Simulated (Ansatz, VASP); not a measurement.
**Rh: VASP beside Ansatz**

Wanted: the spread between two codes on one cell, functional and k mesh. The structure shown is the end of the Ansatz relaxation below.

Calculated with Ansatz 0.2.0; plane waves, with VASP 6.6.1 beside it; single point at PBEsol.

### Step 1. The starting structure

The structure is trigonal, space group R-3m (No. 166). The conventional cell has a = 2.646 Å, b = 2.646 Å, c = 6.581 Å, α = 90.00°, β = 90.00°, γ = 120.00°. Nearest to Rh lie 12 Rh at 2.65 to 2.67 Å.

### Step 2. Ansatz: relaxation, PBEsol

Ansatz runs on its PAW soft_1 files.

This run makes the geometry at which the two programs are then compared.

The input, input.yaml:

```yaml
crystal:
  lattice:
    - [2.64619575, 0.0, 0.0]
    - [-1.323097875, 2.2916727429, 0.0]
    - [0.0, 0.0, 6.586584806]
  atoms:
    - { symbol: Rh, position: [0.0, 0.0, 0.0] }
    - { symbol: Rh, position: [0.3333333, 0.6666667, 0.3333333] }
    - { symbol: Rh, position: [0.6666667, 0.3333333, 0.6666667] }
kpoints:
  mp_grid: { grid: [19, 19, 7] }
scf:
  occupations: { method: fermi_dirac, width: 0.05 }
hamiltonian:
  xc: pbesol
  pseudopotentials: { kind: paw, azcp: { folder: soft_1 }, xc_functional: pbe }
basis:
  ecutwfc: 600
output:
  forces: true
  stress: true
relax:
  f_tol: 0.005
  max_steps: 70
  cell: { stress_tol: 0.02, p_target: 0, fix: [a, b, alpha, beta, gamma] }
```

Launch:

```sh
$ ansatz run input.yaml --threads 4 --pin off --max-ram 10240MiB --backend cpu --events-out ev --progress --plain --runs-dir out
```

Numbers of over 12 decimals in the logs are rounded to 6 here.

Output:

```text
Engine: ansatz 0.2.0, aarch64-unknown-linux-gnu
Pseudopotentials: kind: paw
Pseudopotential: Rh, paw, valence charge 17, recommended cutoff 420 eV (normal), soft_1/Rh.paw.azcp
Functional definition: PBEsol
  exchange = pbesol_x
  correlation = pbesol_c
Crystal: 3 atoms, lattice volume = 39.942 Å³
Basis set: ecut = 600 eV, 1323 PW (Γ), exchange–correlation on 48×48×108 points (8 copies of the dense FFT grid, shifted against one another)
Bands: 31, of which v1, the nominal top of the filled ones, is band 26 counted from 1 (25 counted from 0)
Symmetry: 36 space group operations
Space group: R-3m (ITA 166), of the structure as read, at distance tolerance 3.4e-5 Å
k-points: 250 of 2527
Non-local potential: Rh, projectors of the file, l = 0: 3, l = 1: 2, l = 2: 2, l = 3: 1
PAW form: soft (Blöchl's): semilocal exchange-correlation on the pseudo side does not see the compensation charge
PAW frozen core: Rh, regenerated for the run's functional, and the local potential with it (the file was generated under x = pbe(κ = 0.804, μ = 0.219515), c = pbe(β = 0.066725))
PAW one-centre angular grid: Rh, 590 points (default); XC on 64 Gauss nodes
Initial density: superposition of atomic densities (chi_scale 0.1, normalization cell)
Initial wavefunctions: pseudopotential atomic-orbital guess
Functional: x = pbesol(κ = 0.804, μ = 0.123457), c = pbesol(β = 0.046)
SCF iter   1: F=—  HF=-19018.121396 eV  |F-HF|=—  |Δ(HF+E_count)|=         —  Δρ=1.22e-1  dr2=5.47e0  ethr=3.10e-3  ⟨swp⟩=4.8  Hψ=26526  notcnv=0
preconditioner: auto → Kerker (q_TF=auto, 2.842 Å⁻¹)  [metal: Δε(μ)=0.002 eV  Ē_g=7.236 eV  σ=0.050 eV  W_gap=0.01  n_scr=10 (ndim 8)  ℏωp=30.5 eV  f_vac=0.000  D(μ)=3.51/eV (n_scr^D=50)]
SCF iter   2: F=—  HF=-19016.701750 eV  |F-HF|=—  |Δ(HF+E_count)|=    1.42e0  Δρ=5.65e-2  dr2=1.13e0  ethr=3.10e-3  ⟨swp⟩=2.1  Hψ=14363  notcnv=0
SCF iter   3: F=—  HF=-19016.374438 eV  |F-HF|=—  |Δ(HF+E_count)|=   3.27e-1  Δρ=1.06e-2  dr2=1.96e-2  ethr=2.22e-3  ⟨swp⟩=2.0  Hψ=12340  notcnv=0
SCF iter   4: F=—  HF=-19016.374362 eV  |F-HF|=—  |Δ(HF+E_count)|=   7.59e-5  Δρ=1.30e-3  dr2=5.82e-4  ethr=3.85e-5  ⟨swp⟩=2.2  Hψ=12575  notcnv=0
SCF iter   5: F=—  HF=-19016.374304 eV  |F-HF|=—  |Δ(HF+E_count)|=   5.74e-5  Δρ=3.40e-4  dr2=2.92e-5  ethr=1.14e-6  ⟨swp⟩=2.1  Hψ=11527  notcnv=0
SCF iter   6: F=—  HF=-19016.374288 eV  |F-HF|=—  |Δ(HF+E_count)|=   1.67e-5  Δρ=5.64e-5  dr2=8.72e-7  ethr=5.72e-8  ⟨swp⟩=2.6  Hψ=13871  notcnv=0
SCF iter   7: F=-19016.374288 eV  HF=-19016.374288 eV  |F-HF|=3.98e-8  |Δ(HF+E_count)|=   8.88e-8  Δρ=1.51e-5  dr2=6.60e-8  ethr=1.96e-10  ⟨swp⟩=4.0  Hψ=25193  notcnv=0
SCF 1 converged in 7 iterations: F = -19016.374288 eV  dr2 = 6.60e-8
  greatest PAW one-centre occupation: 0.999 electrons in one spin orbital (limit 2), on the Rh atom at site 2 (counted from 0), in its partial waves of l = 0
relax step   1: F+E_penalty+E_count = -19016.37428762 eV  Δ(F+E_penalty+E_count) = +0.000e0 eV  max|allowed force component| = 4.654e-27 eV/Å  Δτ_max = 0.0000 Å  P = +4.443 GPa  Ω = 39.942 Å³  fix = [a, b, alpha, beta, gamma]  reactions: a +6.922, b +6.922 GPa  (7 SCF iters, dr2 threshold 1.00e-7 eV, accepted)
[...]
relax step   2: F+E_penalty+E_count = -19016.37432309 eV  Δ(F+E_penalty+E_count) = -3.547e-5 eV  max|allowed force component| = 2.095e-28 eV/Å  Δτ_max = 0.0000 Å  P = +4.889 GPa  Ω = 39.884 Å³  energy of the carried Pulay correction = +3.762e-6 eV  fix = [a, b, alpha, beta, gamma]  reactions: a +7.162, b +7.162 GPa  (6 SCF iters, dr2 threshold 3.00e-7 eV, accepted)
[...]
relax step   3: F+E_penalty+E_count = -19016.37434626 eV  Δ(F+E_penalty+E_count) = -2.317e-5 eV  max|allowed force component| = 1.893e-27 eV/Å  Δτ_max = 0.0000 Å  P = +4.711 GPa  Ω = 39.908 Å³  energy of the carried Pulay correction = +2.260e-6 eV  fix = [a, b, alpha, beta, gamma]  reactions: a +7.066, b +7.066 GPa  (6 SCF iters, dr2 threshold 2.93e-7 eV, accepted)
[...]
relax step   4: F+E_penalty+E_count = -19016.37434356 eV  Δ(F+E_penalty+E_count) = +2.695e-6 eV  max|allowed force component| = 8.658e-29 eV/Å  Δτ_max = 0.0000 Å  P = +4.711 GPa  Ω = 39.908 Å³  fix = [a, b, alpha, beta, gamma]  reactions: a +7.066, b +7.066 GPa  stress off target by 1.12e-3 GPa on what of the cell is left free  SCF on the basis re-selected at this cell (its energy is not comparable with the rows above)  (7 SCF iters)
basis re-selected at this cell: Δ(F+E_penalty+E_count) = +2.695e-6 eV, ΔP = +0.000 GPa vs the last step (what re-selecting the basis moved, of the pressure what is left beyond the Pulay correction that the steps carried, after the strain that the cell walked since its last selection, with what the two solves' SCF thresholds leave and, on support functions, any second-order correction that the steps lacked; it is no m [...]
SCF converged after 7 iterations
Free energy (F): -19016.374344 eV
Harris-Foulkes:  -19016.374344 eV  (|F-HF|=3.64e-12)
Internal energy: -19016.343372 eV  (E = F + TS)
E sigma→0 (E₀):  -19016.358858 eV
Entropy (-TS):   -0.030971 eV (-10.324 meV/atom)
Fermi energy:    23.221915 eV
--- Per-component energies (eV) ---
  E_band       = -219.021525
  E_kinetic    = 1615.872450
  E_local      = -4294.311518  (includes V_loc(G=0)·N_el)
  E_nonlocal   = 900.039466
  E_hartree    = 1594.718881
  E_xc         = -603.729693
  E_vxc        = -760.441827  (∫ρ·V_xc dr)
  E_paw        = -10620.857615  (= ΣΔE_a)
  E_vpaw       = -869.616979  (= ΣTr[D̂ρ^β])
  E_aug_tail   = -0.000879  (compensation charges beyond the density's cutoff)
  E_ewald      = -7608.903066
  E_core_change = 0.828602  (= ΣΔE_core)
  E_smearing   = -0.030971  (= −TS)
  E_closure    = 0.000000  (closes the sum)
  Σ components = -19016.374344   (vs F -19016.374344, Δ=0.00e0)
--- Forces (eV/Å), atoms counted from 1 ---
  atom   1  Rh     0.00000000     0.00000000    -0.00000000
  atom   2  Rh     0.00000000    -0.00000000    -0.00000000
  atom   3  Rh     0.00000000     0.00000000     0.00000000
  max |Σ_I F_I| component: 1.12e-28 eV/Å
--- Stress (GPa, compression-positive) ---
        7.066370       0.000000      -0.000000
        0.000000       7.066370      -0.000000
       -0.000000      -0.000000      -0.001124
  P = ⅓ Tr σ = 4.7105 GPa (47.105 kbar)
--- Relaxed structure (3 steps of the walk, 3 accepted, 1 SCFs on fresh bases) ---
  F+E_penalty+E_count = -19016.37434356 eV   max|allowed force component| = 8.658e-29 eV/Å   (the final SCF, on the basis selected at the relaxed cell)
  cell:  # Å, volume = 39.9075 Å³
    - [2.646196, 0, 0]
    - [-1.323098, 2.291673, 0]
    - [0, 0, 6.580820]
  atoms:
    - { symbol: Rh, position: [0, 0, 0] }
    - { symbol: Rh, position: [0.333333, 0.666667, 0.333333] }
    - { symbol: Rh, position: [0.666667, 0.333333, 0.666667] }
```

### Step 3. VASP: single point, PBEsol, pair 1

The same cell, functional, mesh and smearing now go to VASP, with its own data sets.

Lines of VASP's logs that name or quote its potential files are left out, and so is its time.

The input, INCAR:

```
SYSTEM = Rh
PREC = Accurate
ENCUT = 500
EDIFF = 1E-06
NELM = 120
ISMEAR = -1
SIGMA = 0.05
LREAL = .FALSE.
ALGO = Normal
GGA = PS
NBANDS = 28
LASPH = .TRUE.
LORBIT = 11
LWAVE = .FALSE.
LCHARG = .FALSE.
ISIF = 2
GGA_COMPAT = .FALSE.
KPAR = 2
```

The input, POSCAR:

```
Rh
1.0
    2.6461957500      0.0000000000      0.0000000000
   -1.3230978750      2.2916727429      0.0000000000
    0.0000000000      0.0000000000      6.5808199308
Rh
3
Direct
    0.0000000000      1.0000000000      0.0000000000
    0.3333333333      0.6666666667      0.3333333333
    0.6666666667      0.3333333333      0.6666666667
```

The input, KPOINTS:

```
Automatic mesh
0
Gamma
19 19 7
0 0 0
```

Potentials, in the order of the species: Rh_pv (PBE family, release 64).

Launch:

```sh
$ mpirun -np 2 vasp_std
```

Output:

```text
[banner, memory and clock lines left out]
running    2 mpi-ranks, on    1 nodes
 distrk:  each k-point on    1 cores,    2 groups
 distr:  one band on    1 cores,    1 groups

 POSCAR found type information on POSCAR Rh
 POSCAR found :  1 types and       3 ions
|                                                                             |
|               ----> ADVICE to this user running VASP <----                  |
|                                                                             |
|     You enforced a specific xc type in the INCAR file but a different       |
|     [... a line on the potential file left out ...]
|     I HOPE YOU KNOW WHAT YOU ARE DOING!                                     |
|                                                                             |

 LDA part: xc-table for (Slater+PW92), standard interpolation
 POSCAR, INCAR and KPOINTS ok, starting setup
 FFT: planning ... GRIDC
 FFT: planning ... GRID_SOFT
 FFT: planning ... GRID
 WAVECAR not read
 entering main loop
       N       E                     dE             d eps       ncg     rms          rms(c)
DAV:   1     0.536214882342E+03    0.53621E+03   -0.27061E+04 14152   0.179E+03
DAV:   2    -0.100086590359E+02   -0.54622E+03   -0.53240E+03 14752   0.558E+02
DAV:   3    -0.261475300665E+02   -0.16139E+02   -0.15745E+02 15044   0.105E+02
DAV:   4    -0.262874798426E+02   -0.13995E+00   -0.13988E+00 15096   0.998E+00
DAV:   5    -0.262897474972E+02   -0.22677E-02   -0.22676E-02 15112   0.130E+00    0.207E+01
DAV:   6    -0.244985771148E+02    0.17912E+01   -0.54495E+00 14400   0.205E+01    0.669E+00
DAV:   7    -0.244243599071E+02    0.74217E-01   -0.17512E-01 15044   0.306E+00    0.264E+00
DAV:   8    -0.244128630707E+02    0.11497E-01   -0.23162E-02 14416   0.165E+00    0.680E-01
DAV:   9    -0.244115039307E+02    0.13591E-02   -0.12063E-03 14612   0.395E-01    0.391E-02
DAV:  10    -0.244115187929E+02   -0.14862E-04   -0.13673E-05 16084   0.307E-02    0.101E-02
DAV:  11    -0.244115183238E+02    0.46903E-06   -0.28559E-06 11252   0.151E-02
   1 F= -.24411518E+02 E0= -.24396029E+02  d E =-.309780E-01
```

From OUTCAR (step 3):

```text
ion  position               nearest neighbor table
   1  0.000  0.000  0.000-   2 2.67   3 2.67   3 2.67   2 2.67   3 2.67   2 2.67
   2  0.333  0.667  0.333-   1 2.67   1 2.67   1 2.67   3 2.67   3 2.67   3 2.67
   3  0.667  0.333  0.667-   1 2.67   1 2.67   1 2.67   2 2.67   2 2.67   2 2.67

  LATTYP: Found a hexagonal cell.
 ALAT       =     2.6461957500
 C/A-ratio  =     2.4868983826

 Subroutine GETGRP returns: Found 12 space group operations
 (whereof 12 operations were pure point group operations)

The static configuration has the point symmetry D_3d.

 Found    250 irreducible k-points:

   k-points           NKPTS =    250   k-points in BZ     NKDIM =    250   number of bands    NBANDS=     28

   dimension x,y,z NGX =    20 NGY =   20 NGZ =   48
   dimension x,y,z NGXF=    40 NGYF=   40 NGZF=   96

   ENCUT  =  500.0 eV  36.75 Ry    6.06 a.u.   4.82  4.82 12.00*2*pi/ulx,y,z

   NELECT =      45.0000    total number of electrons

 k-points in reciprocal lattice and weights: Automatic mesh
   0.00000000  0.00000000  0.00000000       0.000
   0.05263158  0.00000000  0.00000000       0.002
   0.10526316  0.00000000  0.00000000       0.002
   0.15789474  0.00000000  0.00000000       0.002
   0.21052632 -0.00000000  0.00000000       0.002
   0.26315789  0.00000000  0.00000000       0.002
   0.31578947  0.00000000  0.00000000       0.002
   0.36842105  0.00000000  0.00000000       0.002
   0.42105263 -0.00000000  0.00000000       0.002
[...]
0.36842105  0.26315789  0.42857143       0.005
   0.31578947  0.31578947  0.42857143       0.005

 average (electrostatic) potential at core
       1 -70.2065       2 -70.2065       3 -70.2065

 E-fermi :  12.3646

 k-point     1 :       0.0000    0.0000    0.0000
  band No.  band energies     occupation
    ...
     23      11.3417      2.00000
     24      12.1523      1.97177
     25      12.1523      1.97177
     26      12.1523      1.97177
     27      12.1523      1.97177
     28      24.7866      0.00000

 k-point     2 :       0.0526    0.0000    0.0000
  band No.  band energies     occupation
    ...
     22      11.2884      2.00000
     23      11.3406      2.00000
     24      11.8905      1.99985
     25      12.2086      1.91543
     26      12.3888      0.76286
     27      12.6495      0.00668
     28      24.8359      0.00000

 k-point     3 :       0.1053    0.0000    0.0000
  band No.  band energies     occupation
    ...
     20       9.5754      2.00000
     21       9.6546      2.00000
     22      11.1443      2.00000
     23      11.3487      2.00000
     24      11.6181      2.00000
     25      12.5909      0.02140
     26      12.6647      0.00493
     27      13.3908      0.00000
     28      24.9872      0.00000

  Total        1.7548759      1.7548759     -0.0043692      0.0000000     -0.0000000      0.0000000
  in kB       70.4534764     70.4534764     -0.1754127      0.0000000     -0.0000000      0.0000000
  external PRESSURE =      46.9105133 kB  Pullay stress =       0.0000000 kB

  energy-cutoff  :      500.00
  volume of cell :       39.91
      direct lattice vectors                 reciprocal lattice vectors
     2.646195750  0.000000000  0.000000000     0.377900992  0.218181240  0.000000000
    -1.323097875  2.291672743  0.000000000     0.000000000  0.436362479  0.000000000
     0.000000000  0.000000000  6.580819931     0.000000000  0.000000000  0.151956749

 POSITION                                       TOTAL-FORCE (eV/Angst)
 -----------------------------------------------------------------------------------
      0.00000      0.00000      0.00000         0.000000      0.000000     -0.000000
     -0.00000      1.52778      2.19361        -0.000000      0.000000     -0.000000
      1.32310      0.76389      4.38721         0.000000     -0.000000      0.000000
 -----------------------------------------------------------------------------------
    total drift:                               -0.000000      0.000000      0.000000

  FREE ENERGIE OF THE ION-ELECTRON SYSTEM (eV)
  ---------------------------------------------------
  free  energy   TOTEN  =       -24.4115183238 eV

  energy  without entropy=      -24.3805402995  energy(sigma->0) =      -24.39602931

 total charge
# of ion       s       p       d       tot
------------------------------------------
    1        0.423   6.327   7.087  13.838
    2        0.423   6.327   7.087  13.838
    3        0.423   6.327   7.087  13.838
--------------------------------------------------
tot          1.269  18.982  21.261  41.513

[... 3 further parts left out ...]
```

This run has no spin polarisation. Its electron count is odd, so without a moment it is a metal by construction.

### Step 4. Comparison

Known differences besides the potentials themselves: the data sets hold 51 valence electrons in Ansatz (on its PAW soft_1 files) and 45 in VASP; the cutoff is 600 eV in Ansatz and 500 eV in VASP; Ansatz makes its cores anew for this functional, VASP keeps those of its PBE data sets; Ansatz's pressure holds a Pulay correction, VASP's none. Total energies have different zeros and are not compared.

Both answers:

| quantity | Ansatz | VASP | difference |
| --- | --- | --- | --- |
| pressure (GPa) | 4.71 | 4.69 | +0.02 |

### Step 5. Ansatz: relaxation, PBEsol

This run makes the geometry at which the two programs are then compared. The cell compared in this pair holds 40.50 Å³, against 39.91 Å³ for the pair before.

The structure compared here is the end of the Ansatz relaxation.

Changes to input.yaml since step 2:

```diff
@@ -2,5 +2,5 @@
   lattice:
-    - [2.64619575, 0.0, 0.0]
-    - [-1.323097875, 2.2916727429, 0.0]
-    - [0.0, 0.0, 6.586584806]
+    - [2.672925, 0.0, 0.0]
+    - [-1.3364625, 2.3148209524, 0.0]
+    - [0.0, 0.0, 6.547301]
   atoms:
```

Launch:

```sh
$ ansatz run input.yaml --threads 4 --pin off --max-ram 10240MiB --backend cpu --events-out ev --progress --plain --runs-dir out
```

Output:

```text
[...]
Crystal: 3 atoms, lattice volume = 40.510 Å³
Basis set: ecut = 600 eV, 1359 PW (Γ), exchange–correlation on 48×48×108 points (8 copies of the dense FFT grid, shifted against one another)
Bands: 31, of which v1, the nominal top of the filled ones, is band 26 counted from 1 (25 counted from 0)
Symmetry: 36 space group operations
[...]
k-points: 250 of 2527
[...]
-0.000000      -0.000000       0.000271
  P = ⅓ Tr σ = 0.0583 GPa (0.583 kbar)
--- Relaxed structure (3 steps of the walk, 3 accepted, 1 SCFs on fresh bases) ---
[...]
cell:  # Å, volume = 40.5033 Å³
    - [2.672925, 0, 0]
    - [-1.336462, 2.314821, 0]
    - [0, 0, 6.546154]
  atoms:
    - { symbol: Rh, position: [0, 0, 0] }
    - { symbol: Rh, position: [0.333333, 0.666667, 0.333333] }
    - { symbol: Rh, position: [0.666667, 0.333333, 0.666667] }
[key lines of the parts left out:]
SCF converged after 7 iterations
Free energy (F): -19016.392024 eV
Fermi energy:    22.785455 eV
```

### Step 6. VASP: single point, PBEsol, pair 2

The same cell, functional, mesh and smearing now go to VASP, with its own data sets.

INCAR is that of step 3.

The input, POSCAR:

```
Rh
1.0
    2.6729250000      0.0000000000      0.0000000000
   -1.3364625000      2.3148209524      0.0000000000
    0.0000000000      0.0000000000      6.5461537275
Rh
3
Direct
    1.0000000000      1.0000000000      0.0000000000
    0.3333333333      0.6666666667      0.3333333333
    0.6666666667      0.3333333333      0.6666666667
```

KPOINTS is that of step 3.

Launch:

```sh
$ mpirun -np 2 vasp_std
```

Output:

```text
[banner, memory and clock lines left out]
running    2 mpi-ranks, on    1 nodes
[...]
[... a notice as in an earlier step ...]

 LDA part: xc-table for (Slater+PW92), standard interpolation
 POSCAR, INCAR and KPOINTS ok, starting setup
[...]
entering main loop
       N       E                     dE             d eps       ncg     rms          rms(c)
DAV:   1     0.531399846696E+03    0.53140E+03   -0.27053E+04 14128   0.179E+03
DAV:   2    -0.103245442254E+02   -0.54172E+03   -0.52831E+03 14688   0.556E+02
DAV:   3    -0.261733084417E+02   -0.15849E+02   -0.15373E+02 15096   0.103E+02
DAV:   4    -0.263209879667E+02   -0.14768E+00   -0.14753E+00 15056   0.100E+01
[...]
DAV:   9    -0.244293973010E+02    0.12902E-02   -0.11539E-03 14616   0.385E-01    0.381E-02
DAV:  10    -0.244294119662E+02   -0.14665E-04   -0.13132E-05 15968   0.299E-02    0.931E-03
DAV:  11    -0.244294115091E+02    0.45704E-06   -0.25098E-06 10984   0.140E-02
   1 F= -.24429412E+02 E0= -.24413702E+02  d E =-.314191E-01
```

(Part 1 of 2 ends here.)

[Lines on the potential files, build, host, timing and source positions are cut from VASP's logs without a mark.]

[Logs are printed without paths, hosts, clocks, repeated set-up lines and the standing remarks that a program may print on its own settings, such as how far it seeks lower states.]

[Hosts, paths, dates, database ids (printed as entryN), source tags and the programs' standing remarks are cut or masked in the printed files.]
